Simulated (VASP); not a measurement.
# Zr2Ni: structure and properties in VASP, part 14 of 17

Aim: relax Zr2Ni, then compute properties on the relaxed cell. The start is a cell from a database of measured crystal structures.

VASP 6.6.1, plane waves and PAW; the level of theory is named at each step.

Still holding for the runs below: This run allows spin, but its moments start at zero, where symmetry between the spins tends to hold them, which is where the search above led.

So far. Step 12 (Total and projected DOS (r2SCAN + rVV10)): The finer mesh and the other smearing move the Fermi level by -0.01 eV from the 7×7×7 run, a small shift, which tests the Fermi level alone. Of the states within 0.3 eV of the Fermi level, the largest shares in the PAW spheres are Zr d 40 %, Ni d 14 % and Ni p 6 %. The rest lies in smaller channels or between the spheres. Step 13 (Zone-centre phonons (r2SCAN + rVV10)): The three acoustic modes lie within 0.7 cm⁻¹ of zero, and all others are real.

## Step 14: Volume scan with r2SCAN + rVV10

Level of this step: r2SCAN with rVV10, zero-moment start; plane waves and PAW (Zr_sv, Ni) (VASP).

An equation of state needs energies on both sides of the minimum, all on one mesh and cutoff.

The input, INCAR:

```
SYSTEM = Zr2Ni
PREC = Accurate
ENCUT = 400
EDIFF = 1E-06
NELM = 100
ISMEAR = 1
SIGMA = 0.2
LREAL = .FALSE.
ALGO = Normal
METAGGA = R2SCAN
LUSE_VDW = .TRUE.
IVDW_NL = 2
BPARAM = 11.95
CPARAM = 0.0093
LASPH = .TRUE.
NBANDS = 45
ISPIN = 2
MAGMOM = -0 -0 -0 -0 0 0
LMAXMIX = 4
LORBIT = 11
LWAVE = .FALSE.
LCHARG = .FALSE.
KPAR = 8
ISIF = 2
```

The input, POSCAR:

```
Zr2Ni
1.0
   -3.1589908154      3.1589908154      2.5589754136
    3.1589908154     -3.1589908154      2.5589754136
    3.1589908154      3.1589908154     -2.5589754136
Zr Ni
4 2
Direct
    0.6641183882      0.1641183882      0.8282367764
    0.1641183882      0.3358816118      0.5000000000
    0.3358816118      0.8358816118      0.1717632236
    0.8358816118      0.6641183882      0.5000000000
    0.2500000000      0.2500000000      0.0000000000
    0.7500000000      0.7500000000      0.0000000000
```

The input, KPOINTS:

```
Automatic mesh
0
Gamma
7 7 7
0 0 0
```

The projector-augmented-wave data sets are Zr_sv and Ni (PBE family, release 64).

On the command line:

```
> mpirun -np 8 vasp_std
```

Output:

```text
[... set-up lines as in an earlier step ...]
 entering main loop
       N       E                     dE             d eps       ncg     rms          rms(c)
Total rVV10 correction in eV:      1.4038314    70.4878365
Total rVV10 correction in eV:      1.4038314    70.4878365
Total rVV10 correction in eV:      1.4038314    70.4878365
Total rVV10 correction in eV:      1.4038314    70.4878365
Total rVV10 correction in eV:      1.4038314    70.4878365
Total rVV10 correction in eV:      1.4038314    70.4878365
Total rVV10 correction in eV:      1.4038314    70.4878365
Total rVV10 correction in eV:      1.4038314    70.4878365
DAV:   1     0.671725061004E+03    0.67173E+03   -0.28668E+04  7200   0.146E+03
DAV:   2    -0.576667539368E+02   -0.72939E+03   -0.70607E+03  7660   0.451E+02
DAV:   3    -0.137544148699E+03   -0.79877E+02   -0.75658E+02 10854   0.141E+02
DAV:   4    -0.147704965357E+03   -0.10161E+02   -0.99508E+01 11499   0.403E+01
DAV:   5    -0.148303369856E+03   -0.59840E+00   -0.59763E+00 11461   0.965E+00    0.419E+01
Total rVV10 correction in eV:      1.2892211    70.4878332
Total rVV10 correction in eV:      1.2892211    70.4878332
Total rVV10 correction in eV:      1.2892211    70.4878332
Total rVV10 correction in eV:      1.2892211    70.4878332
Total rVV10 correction in eV:      1.2892211    70.4878332
Total rVV10 correction in eV:      1.2892211    70.4878332
Total rVV10 correction in eV:      1.2892211    70.4878332
Total rVV10 correction in eV:      1.2892211    70.4878332
DAV:   6    -0.135744557449E+03    0.12559E+02   -0.17074E+02  8441   0.153E+02    0.436E+01
Total rVV10 correction in eV:      1.3137597    70.4878316
Total rVV10 correction in eV:      1.3137597    70.4878316
Total rVV10 correction in eV:      1.3137597    70.4878316
Total rVV10 correction in eV:      1.3137597    70.4878316
Total rVV10 correction in eV:      1.3137597    70.4878316
Total rVV10 correction in eV:      1.3137597    70.4878316
Total rVV10 correction in eV:      1.3137597    70.4878316
Total rVV10 correction in eV:      1.3137597    70.4878316
DAV:   7    -0.115596902429E+03    0.20148E+02   -0.52785E+01  9217   0.557E+01    0.102E+01
Total rVV10 correction in eV:      1.3085685    70.4878323
Total rVV10 correction in eV:      1.3085685    70.4878323
Total rVV10 correction in eV:      1.3085685    70.4878323
Total rVV10 correction in eV:      1.3085685    70.4878323
Total rVV10 correction in eV:      1.3085685    70.4878323
Total rVV10 correction in eV:      1.3085685    70.4878323
Total rVV10 correction in eV:      1.3085685    70.4878323
Total rVV10 correction in eV:      1.3085685    70.4878323
DAV:   8    -0.116026787101E+03   -0.42988E+00   -0.12760E+01 10152   0.333E+01    0.124E+01
Total rVV10 correction in eV:      1.2898360    70.4878331
Total rVV10 correction in eV:      1.2898360    70.4878331
Total rVV10 correction in eV:      1.2898360    70.4878331
Total rVV10 correction in eV:      1.2898360    70.4878331
Total rVV10 correction in eV:      1.2898360    70.4878331
Total rVV10 correction in eV:      1.2898360    70.4878331
Total rVV10 correction in eV:      1.2898360    70.4878331
Total rVV10 correction in eV:      1.2898360    70.4878331
DAV:   9    -0.115295956891E+03    0.73083E+00   -0.60851E+00 10724   0.261E+01    0.387E+00
Total rVV10 correction in eV:      1.2896488    70.4878325
Total rVV10 correction in eV:      1.2896488    70.4878325
Total rVV10 correction in eV:      1.2896488    70.4878325
Total rVV10 correction in eV:      1.2896488    70.4878325
Total rVV10 correction in eV:      1.2896488    70.4878325
Total rVV10 correction in eV:      1.2896488    70.4878325
Total rVV10 correction in eV:      1.2896488    70.4878325
Total rVV10 correction in eV:      1.2896488    70.4878325
DAV:  10    -0.115278017484E+03    0.17939E-01   -0.45060E-01  9914   0.357E+00    0.262E+00
Total rVV10 correction in eV:      1.2876741    70.4878326
Total rVV10 correction in eV:      1.2876741    70.4878326
Total rVV10 correction in eV:      1.2876741    70.4878326
Total rVV10 correction in eV:      1.2876741    70.4878326
Total rVV10 correction in eV:      1.2876741    70.4878326
Total rVV10 correction in eV:      1.2876741    70.4878326
Total rVV10 correction in eV:      1.2876741    70.4878326
Total rVV10 correction in eV:      1.2876741    70.4878326
DAV:  11    -0.115255257641E+03    0.22760E-01   -0.13748E-01 10263   0.359E+00    0.620E-01
Total rVV10 correction in eV:      1.2889770    70.4878327
Total rVV10 correction in eV:      1.2889770    70.4878327
Total rVV10 correction in eV:      1.2889770    70.4878327
Total rVV10 correction in eV:      1.2889770    70.4878327
Total rVV10 correction in eV:      1.2889770    70.4878327
Total rVV10 correction in eV:      1.2889770    70.4878327
Total rVV10 correction in eV:      1.2889770    70.4878327
Total rVV10 correction in eV:      1.2889770    70.4878327
DAV:  12    -0.115257434581E+03   -0.21769E-02   -0.23537E-02  9863   0.834E-01    0.308E-01
Total rVV10 correction in eV:      1.2897225    70.4878327
Total rVV10 correction in eV:      1.2897225    70.4878327
Total rVV10 correction in eV:      1.2897225    70.4878327
Total rVV10 correction in eV:      1.2897225    70.4878327
Total rVV10 correction in eV:      1.2897225    70.4878327
Total rVV10 correction in eV:      1.2897225    70.4878327
Total rVV10 correction in eV:      1.2897225    70.4878327
Total rVV10 correction in eV:      1.2897225    70.4878327
DAV:  13    -0.115257416446E+03    0.18136E-04   -0.10687E-03 10453   0.189E-01    0.734E-02
Total rVV10 correction in eV:      1.2899383    70.4878327
Total rVV10 correction in eV:      1.2899383    70.4878327
Total rVV10 correction in eV:      1.2899383    70.4878327
Total rVV10 correction in eV:      1.2899383    70.4878327
Total rVV10 correction in eV:      1.2899383    70.4878327
Total rVV10 correction in eV:      1.2899383    70.4878327
Total rVV10 correction in eV:      1.2899383    70.4878327
Total rVV10 correction in eV:      1.2899383    70.4878327
DAV:  14    -0.115257424528E+03   -0.80823E-05   -0.83565E-05 10570   0.573E-02    0.503E-02
Total rVV10 correction in eV:      1.2899570    70.4878327
Total rVV10 correction in eV:      1.2899570    70.4878327
Total rVV10 correction in eV:      1.2899570    70.4878327
Total rVV10 correction in eV:      1.2899570    70.4878327
Total rVV10 correction in eV:      1.2899570    70.4878327
Total rVV10 correction in eV:      1.2899570    70.4878327
Total rVV10 correction in eV:      1.2899570    70.4878327
Total rVV10 correction in eV:      1.2899570    70.4878327
DAV:  15    -0.115257412246E+03    0.12282E-04   -0.18923E-05  9359   0.458E-02    0.167E-02
Total rVV10 correction in eV:      1.2900098    70.4878327
Total rVV10 correction in eV:      1.2900098    70.4878327
Total rVV10 correction in eV:      1.2900098    70.4878327
Total rVV10 correction in eV:      1.2900098    70.4878327
Total rVV10 correction in eV:      1.2900098    70.4878327
Total rVV10 correction in eV:      1.2900098    70.4878327
Total rVV10 correction in eV:      1.2900098    70.4878327
Total rVV10 correction in eV:      1.2900098    70.4878327
DAV:  16    -0.115257408175E+03    0.40711E-05   -0.11629E-05  9209   0.302E-02    0.533E-03
Total rVV10 correction in eV:      1.2900212    70.4878327
Total rVV10 correction in eV:      1.2900212    70.4878327
Total rVV10 correction in eV:      1.2900212    70.4878327
Total rVV10 correction in eV:      1.2900212    70.4878327
Total rVV10 correction in eV:      1.2900212    70.4878327
Total rVV10 correction in eV:      1.2900212    70.4878327
Total rVV10 correction in eV:      1.2900212    70.4878327
Total rVV10 correction in eV:      1.2900212    70.4878327
DAV:  17    -0.115257408560E+03   -0.38523E-06   -0.20595E-06  5897   0.809E-03
Total rVV10 correction in eV:      1.2900254    70.4878327
Total rVV10 correction in eV:      1.2900254    70.4878327
Total rVV10 correction in eV:      1.2900254    70.4878327
Total rVV10 correction in eV:      1.2900254    70.4878327
Total rVV10 correction in eV:      1.2900254    70.4878327
Total rVV10 correction in eV:      1.2900254    70.4878327
Total rVV10 correction in eV:      1.2900254    70.4878327
Total rVV10 correction in eV:      1.2900254    70.4878327
Total rVV10 correction in eV:      1.2900222    70.4878327
Total rVV10 correction in eV:      1.2900222    70.4878327
Total rVV10 correction in eV:      1.2900222    70.4878327
Total rVV10 correction in eV:      1.2900222    70.4878327
Total rVV10 correction in eV:      1.2900222    70.4878327
Total rVV10 correction in eV:      1.2900222    70.4878327
Total rVV10 correction in eV:      1.2900222    70.4878327
Total rVV10 correction in eV:      1.2900222    70.4878327
   1 F= -.11525741E+03 E0= -.11525470E+03  d E =-.811108E-02  mag=     0.0000
```

It took 2.9 min on 8 MPI ranks of Intel Xeon 6975P-C (Granite Rapids), shared host; peak memory 4.6 GiB.

From OUTCAR (step 14):

```text
   ENCUT  =  400.0 eV  29.40 Ry    5.42 a.u.   8.40  8.40  8.40*2*pi/ulx,y,z

   NELECT =      68.0000    total number of electrons

 E-fermi :  10.2722

 spin component 1
 k-point     1 :       0.0000    0.0000    0.0000
  band No.  band energies     occupation
    ...
     29       9.1739      1.00000
     30       9.1739      1.00000
     31       9.2372      1.00000
     32      10.1119      0.99043
     33      10.1119      0.99042
     34      10.3725      0.12906
     35      10.4111      0.04198
     36      10.7301     -0.00281
     37      10.7301     -0.00281
     38      10.8808     -0.00007
    ...

 k-point     2 :       0.1429    0.0000    0.0000
  band No.  band energies     occupation
    ...
     30       9.2247      1.00000
     31       9.3240      1.00000
     32       9.4971      1.00000
     33       9.7867      1.00159
     34       9.8367      1.00432
     35      10.6634     -0.00919
     36      10.9263     -0.00002
     37      10.9997     -0.00000
     38      11.4763     -0.00000
     39      12.0771     -0.00000
    ...

  Total        5.9430994      5.9430994      5.2764872      0.0000000     -0.0000000      0.0000000
  in kB       93.2182071     93.2182071     82.7623176      0.0000000     -0.0000000      0.0000000
  external PRESSURE =      89.7329106 kB  Pullay stress =       0.0000000 kB

 POSITION                                       TOTAL-FORCE (eV/Angst)
 -----------------------------------------------------------------------------------
      1.03690      4.19589      0.00000        -0.091742     -0.091742      0.000000
      2.12209      1.03690      0.00000         0.091742     -0.091742      0.000000
      2.12209     -1.03690      2.55898         0.091742      0.091742     -0.000000
      1.03690      2.12209      2.55898        -0.091742      0.091742     -0.000000
      0.00000      0.00000      1.27949         0.000000      0.000000     -0.000000
      0.00000      0.00000      3.83846         0.000000      0.000000     -0.000000
 -----------------------------------------------------------------------------------
    total drift:                                0.000000     -0.000000     -0.000000

  FREE ENERGIE OF THE ION-ELECTRON SYSTEM (eV)
  ---------------------------------------------------
  free  energy   TOTEN  =      -115.2574085603 eV

  energy  without entropy=     -115.2492974764  energy(sigma->0) =     -115.25470487

[... 5 parts as in an earlier step ...]

[... 14 further parts left out ...]
```

The scan keeps the cell's shape and the fractional positions fixed.

Numbers from this step:

| Property | Result |
| --- | --- |
| irreducible k-points | 40 |
| free energy (TOTEN) | -115.2574 eV |
| energy at zero smearing | -115.2547 eV |
| Fermi energy | 10.27 eV |
| pressure | 8.973 GPa |

Force by atom:

| atom | x (eV/Å) | y (eV/Å) | z (eV/Å) | size |
| --- | --- | --- | --- | --- |
| Zr1 | -0.092 | -0.092 | 0.000 | 0.130 |
| Zr2 | 0.092 | -0.092 | 0.000 | 0.130 |
| Zr3 | 0.092 | 0.092 | 0.000 | 0.130 |
| Zr4 | -0.092 | 0.092 | 0.000 | 0.130 |
| Ni5 | 0.000 | 0.000 | 0.000 | 0.000 |
| Ni6 | 0.000 | 0.000 | 0.000 | 0.000 |

The pressure here is 8.97 GPa.

(Part 14 of 17 ends here.)

[Lines on the potential files, build, host, timing and source positions are cut from VASP's logs without a mark.]

[Logs are printed without paths, hosts, clocks, repeated set-up lines and the standing remarks that a program may print on its own settings, such as how far it seeks lower states.]

[Hosts, paths, dates, database ids (printed as entryN), source tags and the programs' standing remarks are cut or masked in the printed files.]

[A measured line is paired with the nearest computed mode of its activity, which favours agreement.]

[In band tables of VASP the shares of atoms and orbitals are scaled to a sum of 1 inside the atoms' spheres.]
